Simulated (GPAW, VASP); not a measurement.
Given: the input of a run of VASP 6.6.1 on Y2Ge3. The cell comes from a database or a generator and needn't be the stable form of this composition.

INCAR

```
PREC = Accurate
ENCUT = 520
EDIFF = 1E-6
ISMEAR = 0
SIGMA = 0.1
LREAL = False
LASPH = True
NELM = 100
ALGO = Normal
ISIF = 2
LWAVE = False
LCHARG = False
GGA = PE
```

Contents of KPOINTS:

```
Automatic mesh
0
Gamma
  7 7 4
```

Contents of POSCAR:

```
Y2Ge3
1.0
    4.3924264328      0.0000000000      0.0000000000
   -2.1962132164      3.8039528751      0.0000000000
    0.0000000000      0.0000000000      7.1072950000
Y Ge
2 3
Cartesian
    0.0000000000      0.0000000000      1.9194742679
    0.0000000000      0.0000000000      5.1878207321
    2.1962132166      1.2679842916      0.0000000000
    2.1962132166      1.2679842916      3.5536475000
   -0.0000000002      2.5359685835      0.0000000000
```

Potentials or basis: VASP PAW PBE potentials, release 64 (Y_sv, Ge_d).

Launch:

```console
$ cat potpaw_PBE.64/Y_sv/POTCAR potpaw_PBE.64/Ge_d/POTCAR > POTCAR
$ mpirun -np 1 vasp_std > vasp.out
```

Translate it to GPAW 26.7.0 (ASE script). Potentials or basis there: GPAW PAW data sets (gpaw-data 1.2.1), cutoff 600 eV.

As run (cutoffs and basis follow the program's own potentials, and thresholds, step limits or extra output files can differ):

The input run.py:

```python
from ase.dft.bandgap import bandgap
from ase.io import read, write
from ase.units import GPa
from gpaw import GPAW, PW

atoms = read('Y2Ge3.xyz')

calc = GPAW(mode=PW(600),
            xc='PBE',
            kpts={'size': (7, 7, 4), 'gamma': True},
            occupations={'name': 'methfessel-paxton', 'order': 0, 'width': 0.1},
            nbands=34,
            convergence={'density': 1e-05, 'energy': 1e-05},
            maxiter=150,
            txt='gpaw.txt')
atoms.calc = calc
energy = atoms.get_potential_energy()
forces = atoms.get_forces()
stress = atoms.get_stress()
calc.write('gs.gpw')
write('result.traj', atoms)
print(f'Energy: {energy:.6f} eV')
print('Forces (eV/A):')
print(forces.round(4))
print('Stress (GPa):', (stress / GPa).round(3))
print('Fermi level:', round(calc.get_fermi_level(), 4), 'eV')
print(f'Gap: {bandgap(calc)[0]:.4f} eV, direct: {bandgap(calc, direct=True)[0]:.4f} eV')
```

Contents of Y2Ge3.xyz:

```xyz
5
Lattice="4.3924264328 0.0000000000 0.0000000000 -2.1962132164 3.8039528751 0.0000000000 0.0000000000 0.0000000000 7.1072950000" Properties=species:S:1:pos:R:3 pbc="T T T"
Y      0.0000000000      0.0000000000      1.9194742679
Y      0.0000000000      0.0000000000      5.1878207321
Ge     2.1962132166      1.2679842916      0.0000000000
Ge     2.1962132166      1.2679842916      3.5536475000
Ge    -0.0000000002      2.5359685835      0.0000000000
```

Potentials or basis: GPAW PAW data sets (gpaw-data 1.2.1), pw.

Launch:

```sh
$ OMP_NUM_THREADS=1 python run.py
```

Both were run:

|  | VASP | GPAW |
| --- | --- | --- |
| Pressure | 0.3 GPa | 0.3 GPa |
| Largest force | 0.146 eV/Å | 0.154 eV/Å |

The potentials hold 64 and 34 valence electrons a cell.

Pressure is positive in compression.
